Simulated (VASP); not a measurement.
# SrRh (Fm-3m) in VASP: equation of state

Aim: energy against volume of SrRh in PBE, for its equilibrium volume and stiffness.

Program: VASP 6.6.1. These are calculated values, not measurements. Logs are shortened: lines on timing, memory, paths and dates and some standing lists are left out, and cuts for length are marked.

### Step 1. The structure

It takes space group Fm-3m (No. 225, cubic). The conventional cell has a = 5.985 Å, b = 5.985 Å, c = 5.985 Å, α = 90.00°, β = 90.00°, γ = 90.00°. Sr (site symmetry m-3m) has 6 Rh at 2.99 Å as nearest neighbours. Rh (site symmetry m-3m) is surrounded by 6 Sr at 2.99 Å.

The cell was built by a generator and needn't be a form met in nature.

### Step 2. Equation of state, PBE, 25.20 Å³/atom (volume scaled by 0.94)

INCAR reads:

```
ALGO = Normal
EDIFF = 1E-7
ENCUT = 520
GGA = PE
ISIF = 2
ISMEAR = -1
LASPH = True
LCHARG = False
LREAL = False
LWAVE = False
NBANDS = 20
NELM = 80
PREC = Accurate
SIGMA = 0.05
```

KPOINTS reads:

```
k-points
0
Gamma
  8 8 8
```

POSCAR reads:

```
SrRh
1.0
    0.0000000000      2.9316367351      2.9316367351
    2.9316367351      0.0000000000      2.9316367351
    2.9316367351      2.9316367351      0.0000000000
Sr Rh
1 1
Direct
    0.0000000000      0.0000000000      0.0000000000
    0.5000000000      0.5000000000      0.5000000000
```

Potentials or basis: VASP PAW PBE potentials, release 64 (Sr_sv, Rh_pv).

On the command line:

```
$ cat potpaw_PBE.64/Sr_sv/POTCAR potpaw_PBE.64/Rh_pv/POTCAR > POTCAR
$ mpirun -np 1 vasp_std > vasp.out
```

OUTCAR:

```text
EDIFF = 1E-7
   ENCUT = 520
   GGA = PE
   ISIF = 2
   ISMEAR = -1
   LASPH = True
   LREAL = False
   NELM = 80
   PREC = Accurate

 Found     29 irreducible k-points:

 Following reciprocal coordinates:
            Coordinates               Weight
  0.000000  0.000000  0.000000      1.000000
  0.125000  0.000000  0.000000      8.000000
  0.250000  0.000000  0.000000      8.000000
  0.375000  0.000000  0.000000      8.000000
  0.500000  0.000000  0.000000      4.000000
  0.125000  0.125000  0.000000      6.000000
   k-points           NKPTS =     29   k-points in BZ     NKDIM =     29   number of bands    NBANDS=     20
   number of dos      NEDOS =    301   number of ions     NIONS =      2
   total plane-waves  NPLWV =  32768
   dimension x,y,z NGX =    32 NGY =   32 NGZ =   32
   dimension x,y,z NGXF=    64 NGYF=   64 NGZF=   64
   ions per type =               1   1
   NGX,Y,Z   is equivalent  to a cutoff of  12.83, 12.83, 12.83 a.u.
   NGXF,Y,Z  is equivalent  to a cutoff of  25.66, 25.66, 25.66 a.u.
 SYSTEM =  unknown system
   PREC   = accura    normal or accurate (medium, high low for compatibility)
   ISTART =      0    job   : 0-new  1-cont  2-samecut
   ICHARG =      2    charge: 1-file 2-atom 10-const
   ISPIN  =      1    spin polarized calculation?
   LNONCOLLINEAR =      F non collinear calculations
   LSORBIT =      F    spin-orbit coupling
   LASPH  =      T    aspherical Exc in radial PAW
   ENCUT  =  520.0 eV  38.22 Ry    6.18 a.u.   7.71  7.71  7.71*2*pi/ulx,y,z
   NELM   =     80;   NELMIN=  2; NELMDL= -5     # of ELM steps
   EDIFF  = 0.1E-06   stopping-criterion for ELM
   LREAL  =      F    real-space projection
   EDIFFG = 0.1E-05   stopping-criterion for IOM
   NSW    =      0    number of steps for IOM
   IBRION =     -1    ionic relax: 0-MD 1-quasi-New 2-CG
   NFREE  =      0    steps in history (QN), initial steepest desc. (CG)
   ISIF   =      2    stress and relaxation
   ISYM   =      2    0-nonsym 1-usesym 2-fastsym
   POTIM  = 0.5000    time-step for ionic-motion
   TEBEG  =    0.0;   TEEND  =   0.0 temperature during run
   PSTRESS=    0.0 pullay stress
   NELECT =      25.0000    total number of electrons
   NUPDOWN=      -1.0000    fix difference up-down
   EMIN   =  10.00;   EMAX   =-10.00  energy-range for DOS
   EFERMI =   0.00;   METHOD = LEGACY
   ISMEAR =    -1;   SIGMA  =   0.05  broadening in eV -4-tet -1-fermi 0-gaus
   EFERMI_NEDOS =   21; number of points for ismear=-14 and -15
   IALGO  =     38    algorithm
   IMIX   =      4    mixing-type and parameters
     AMIX     =   0.40;   BMIX     =  1.00
     AMIX_MAG =   1.60;   BMIX_MAG =  1.00
  volume/ion in A,a.u.               =      25.20       170.03
  Fermi-wavevector in a.u.,A,eV,Ry     =   1.295989  2.449064 22.852178  1.679588
  Thomas-Fermi vector in A             =   2.427474
   LORBIT       =      0    0 simple, 1 ext, 2 COOP (PROOUT), +10 PAW based schemes
   GGA     = PE    functional components
   LHFCALC =     F    Hartree Fock is set to
   AEXX    =    0.0000 exact exchange contribution
   IVDW    =     0    specifies the selected vdW correction
   LEPSILON=     F    determine dielectric tensor
   LRPA    =     F    only Hartree local field effects (RPA)
 non-spin polarized calculation
  energy-cutoff  :      520.00
  volume of cell :       50.39
 maximum number of plane-waves:      1380
   NGX = 15   NGY = 15   NGZ = 15

 number of electron      25.0000001 magnetization

 Free energy of the ion-electron system (eV)
  ---------------------------------------------------
  ext. energy  EPLUGINS =         0.00000000
  ---------------------------------------------------
  free energy    TOTEN  =        -8.06202323 eV

  energy without entropy =       -8.04656490  energy(sigma->0) =       -8.05429407

 E-fermi :   4.0009     XC(G=0): -10.1377

 val. band max:        3.9897329056   @ k =   0.5000   0.3750   0.1250
 cond. band min:       4.0204257069   @ k =  -0.3750   0.1250   0.0000
 fundamental gap:      0.0306928013
 Fermi energy:         4.0009427686

 k-point     1 :       0.0000    0.0000    0.0000
  band No.  band energies     occupation
      1     -40.5371      2.00000
      2     -40.5371      2.00000
      3     -40.5371      2.00000
      4     -30.0611      2.00000
      5     -12.0464      2.00000
      6     -12.0464      2.00000
[... 12 lines left out ...]
     19      12.1433      0.00000
     20      13.7700      0.00000

 k-point     2 :       0.1250    0.0000    0.0000
  band No.  band energies     occupation
      1     -40.5380      2.00000
      2     -40.5372      2.00000
      3     -40.5372      2.00000
      4     -30.0563      2.00000
      5     -12.1031      2.00000
      6     -12.0599      2.00000
[... 12 lines left out ...]
     19      12.7525      0.00000
     20      13.6166      0.00000

 k-point     3 :       0.2500    0.0000    0.0000
  band No.  band energies     occupation
      1     -40.5402      2.00000
      2     -40.5374      2.00000
      3     -40.5374      2.00000
      4     -30.0448      2.00000
      5     -12.2356      2.00000
      6     -12.0920      2.00000
[... 12 lines left out ...]
     19      12.5316      0.00000
     20      14.4992      0.00000

 k-point     4 :       0.3750    0.0000    0.0000
  band No.  band energies     occupation
      1     -40.5425      2.00000
      2     -40.5376      2.00000
      3     -40.5376      2.00000
      4     -30.0333      2.00000
      5     -12.3628      2.00000
      6     -12.1239      2.00000
[... 12 lines left out ...]
     19      11.8779      0.00000
     20      14.2992      0.00000

 k-point     5 :       0.5000    0.0000    0.0000
  band No.  band energies     occupation
      1     -40.5434      2.00000
      2     -40.5377      2.00000
      3     -40.5377      2.00000
      4     -30.0285      2.00000
      5     -12.4140      2.00000
      6     -12.1369      2.00000
[... 12 lines left out ...]
     19      11.5043      0.00000
     20      14.0247      0.00000

 k-point     6 :       0.1250    0.1250    0.0000
  band No.  band energies     occupation
      1     -40.5380      2.00000
      2     -40.5374      2.00000
      3     -40.5374      2.00000
      4     -30.0550      2.00000
      5     -12.1176      2.00000
      6     -12.0640      2.00000
[... 12 lines left out ...]
     19      13.1886      0.00000
     20      14.1858      0.00000

 [... further k-points ...]

------------------------ aborting loop because EDIFF is reached ----------------------------------------

  FORCE on cell =-STRESS in cart. coord.  units (eV):
  Direction    XX          YY          ZZ          XY          YZ          ZX
  --------------------------------------------------------------------------------------
  -------------------------------------------------------------------------------------
  Total        0.9549149      0.9549149      0.9549149     -0.0000000     -0.0000000     -0.0000000
  in kB       30.3609115     30.3609115     30.3609115     -0.0000000     -0.0000000     -0.0000000
  external PRESSURE =      30.3609115 kB  Pullay stress =       0.0000000 kB

 VOLUME and BASIS-vectors are now :
 -----------------------------------------------------------------------------
  energy-cutoff  :      520.00
  volume of cell :       50.39
      direct lattice vectors                 reciprocal lattice vectors
     0.000000000  2.931636735  2.931636735    -0.170553191  0.170553191  0.170553191
     2.931636735  0.000000000  2.931636735     0.170553191 -0.170553191  0.170553191
     2.931636735  2.931636735  0.000000000     0.170553191  0.170553191 -0.170553191

 POSITION                                       TOTAL-FORCE (eV/Angst)
 -----------------------------------------------------------------------------------
      0.00000      0.00000      0.00000         0.000000     -0.000000      0.000000
      2.93164      2.93164      2.93164         0.000000      0.000000      0.000000
 -----------------------------------------------------------------------------------
    total drift:                                0.000000     -0.000000      0.000000

  FREE ENERGIE OF THE ION-ELECTRON SYSTEM (eV)
  ---------------------------------------------------
  free  energy   TOTEN  =        -8.0620232340 eV

  energy  without entropy=       -8.0465648977  energy(sigma->0) =       -8.05429407
```

Run time: 48 s. Hardware: 1 thread of AMD EPYC 7R43 (Zen 3), shared host; peak memory 0.14 GiB.

Results:

| Quantity | Value |
| --- | --- |
| Free energy | -8.0620 eV |
| Pressure | 3.0 GPa |
| Band gap on the k mesh | none (metal or under the smearing width) |

### Step 3. Equation of state, PBE, 25.73 Å³/atom (volume scaled by 0.96)

INCAR reads:

```
SYSTEM = SrRh
PREC = Accurate
ENCUT = 520
EDIFF = 1E-7
ISMEAR = -1
SIGMA = 0.05
LREAL = .FALSE.
LASPH = .TRUE.
NELM = 60
ALGO = Normal
ISIF = 2
LWAVE = .FALSE.
LCHARG = .FALSE.
GGA = PE
NBANDS = 20
```

KPOINTS reads:

```
regular mesh
0
G
  8 8 8
  0 0 0
```

POSCAR reads:

```
SrRh
1.0
    0.0000000000      2.9522827445      2.9522827445
    2.9522827445      0.0000000000      2.9522827445
    2.9522827445      2.9522827445      0.0000000000
Sr Rh
1 1
Direct
    0.0000000000      0.0000000000      0.0000000000
    0.5000000000      0.5000000000      0.5000000000
```

Potentials or basis: VASP PAW PBE potentials, release 64 (Sr_sv, Rh_pv).

On the command line:

```
$ cat potpaw_PBE.64/Sr_sv/POTCAR potpaw_PBE.64/Rh_pv/POTCAR > POTCAR
$ mpirun -np 1 vasp_std > vasp.out
```

Run time: 44 s. Hardware: 1 thread of AMD EPYC 7R43 (Zen 3), shared host; peak memory 0.15 GiB.

It converged, with:

- Free energy: -8.0792 eV
- Pressure: 2.0 GPa
- Band gap on the k mesh: none (metal or under the smearing width)

### Step 4. Equation of state, PBE, 26.27 Å³/atom (volume scaled by 0.98)

INCAR reads:

```
PREC = Accurate ; ENCUT = 520
EDIFF = 1E-7 ; ISMEAR = -1
SIGMA = 0.05 ; LREAL = False
LASPH = True ; NELM = 100
ALGO = Normal ; ISIF = 2
LWAVE = False ; LCHARG = False
GGA = PE ; NBANDS = 20
```

KPOINTS reads:

```
regular mesh
0
Gamma
  8 8 8
```

POSCAR reads:

```
SrRh
1.0
    0.0000000000      2.9726439586      2.9726439586
    2.9726439586      0.0000000000      2.9726439586
    2.9726439586      2.9726439586      0.0000000000
Sr Rh
1 1
Direct
    0.0000000000      0.0000000000      0.0000000000
    0.5000000000      0.5000000000      0.5000000000
```

On the command line:

```
$ cat potpaw_PBE.64/Sr_sv/POTCAR potpaw_PBE.64/Rh_pv/POTCAR > POTCAR
$ mpirun -np 1 vasp_std > vasp.out
```

It took 40 s on 1 thread of AMD EPYC 7R43 (Zen 3), shared host; peak memory 0.15 GiB.

It converged, with:

```yaml
Free_energy: -8.0900 eV
Pressure: 1.1 GPa
Band_gap_on_the_k_mesh: none (metal or under the smearing width)
```

### Step 5. Equation of state, PBE, 27.34 Å³/atom (volume scaled by 1.02)

INCAR reads:

```
SYSTEM = SrRh
ALGO = Normal ; EDIFF = 1E-7
ENCUT = 520 ; GGA = PE
ISIF = 2 ; ISMEAR = -1
LASPH = .True. ; LCHARG = .False.
LREAL = .False. ; LWAVE = .False.
NBANDS = 20 ; NELM = 60
PREC = Accurate ; SIGMA = 0.05
```

KPOINTS reads:

```
k-points
0
Gamma
  8 8 8
  0 0 0
```

POSCAR reads:

```
SrRh
1.0
    0.0000000000      3.0125499816      3.0125499816
    3.0125499816      0.0000000000      3.0125499816
    3.0125499816      3.0125499816      0.0000000000
Sr Rh
1 1
Direct
    0.0000000000      0.0000000000      0.0000000000
    0.5000000000      0.5000000000      0.5000000000
```

On the command line:

```
$ cat potpaw_PBE.64/Sr_sv/POTCAR potpaw_PBE.64/Rh_pv/POTCAR > POTCAR
$ mpirun -np 1 vasp_std > vasp.out
```

It took 52 s on 1 thread of AMD EPYC 7R43 (Zen 3), shared host; peak memory 0.16 GiB.

The run converged. Its results:

```yaml
Free_energy: -8.0949 eV
Pressure: -0.4 GPa
Band_gap_on_the_k_mesh: none (metal or under the smearing width)
```

### Step 6. Equation of state, PBE, 27.88 Å³/atom (volume scaled by 1.04)

INCAR reads:

```
SYSTEM = SrRh
PREC = Accurate ; ENCUT = 520
EDIFF = 1E-7 ; ISMEAR = -1
SIGMA = 0.05 ; LREAL = .False.
LASPH = .True. ; NELM = 60
ALGO = Normal ; ISIF = 2
LWAVE = .False. ; LCHARG = .False.
GGA = PE ; NBANDS = 20
```

KPOINTS reads:

```
Automatic mesh
0
Gamma
  8 8 8
  0 0 0
```

POSCAR reads:

```
SrRh
1.0
    0.0000000000      3.0321125426      3.0321125426
    3.0321125426      0.0000000000      3.0321125426
    3.0321125426      3.0321125426      0.0000000000
Sr Rh
1 1
Direct
    0.0000000000      0.0000000000      0.0000000000
    0.5000000000      0.5000000000      0.5000000000
```

Potentials or basis: VASP PAW PBE potentials, release 64 (Sr_sv, Rh_pv).

On the command line:

```
$ cat potpaw_PBE.64/Sr_sv/POTCAR potpaw_PBE.64/Rh_pv/POTCAR > POTCAR
$ mpirun -np 1 vasp_std > vasp.out
```

Wall time 43 s (1 thread of AMD EPYC 7R43 (Zen 3), shared host); peak memory 0.15 GiB.

The run converged. Its results:

- Free energy: -8.0901 eV
- Pressure: -1.1 GPa
- Band gap on the k mesh: none (metal or under the smearing width)

### Step 7. Equation of state, PBE, 28.41 Å³/atom (volume scaled by 1.06)

INCAR reads:

```
SYSTEM = SrRh
PREC = Accurate
ENCUT = 520
EDIFF = 1E-7
ISMEAR = -1
SIGMA = 0.05
LREAL = .False.
LASPH = .True.
NELM = 100
ALGO = Normal
ISIF = 2
LWAVE = .False.
LCHARG = .False.
GGA = PE
NBANDS = 20
```

KPOINTS reads:

```
regular mesh
0
Gamma
  8 8 8
  0 0 0
```

POSCAR reads:

```
SrRh
1.0
    0.0000000000      3.0514258820      3.0514258820
    3.0514258820      0.0000000000      3.0514258820
    3.0514258820      3.0514258820      0.0000000000
Sr Rh
1 1
Direct
    0.0000000000      0.0000000000      0.0000000000
    0.5000000000      0.5000000000      0.5000000000
```

On the command line:

```
$ cat potpaw_PBE.64/Sr_sv/POTCAR potpaw_PBE.64/Rh_pv/POTCAR > POTCAR
$ mpirun -np 1 vasp_std > vasp.out
```

Wall time 44 s (1 thread of AMD EPYC 7R43 (Zen 3), shared host); peak memory 0.16 GiB.

Results (log left out):

| Item | Value |
| --- | --- |
| Free energy | -8.0811 eV |
| Pressure | -1.7 GPa |
| Band gap on the k mesh | none (metal or under the smearing width) |

### Step 8. Equation of state, PBE

Potentials or basis: VASP PAW PBE potentials, release 64 (Sr_sv, Rh_pv).

No new run: the results of the series are fitted here.

Results:

```
Equilibrium volume                      : 27.06 Å³/atom
Bulk modulus                            : 37 GPa
Pressure derivative of the bulk modulus : 4.3
```

Energy against volume, from the lowest point:
```
volume (Å³/atom)  energy (meV/atom)
          25.196              16.48
          25.732               7.90
          26.268               2.51
          26.804               0.00
          27.340               0.06
          27.876               2.46
          28.412               6.95
```
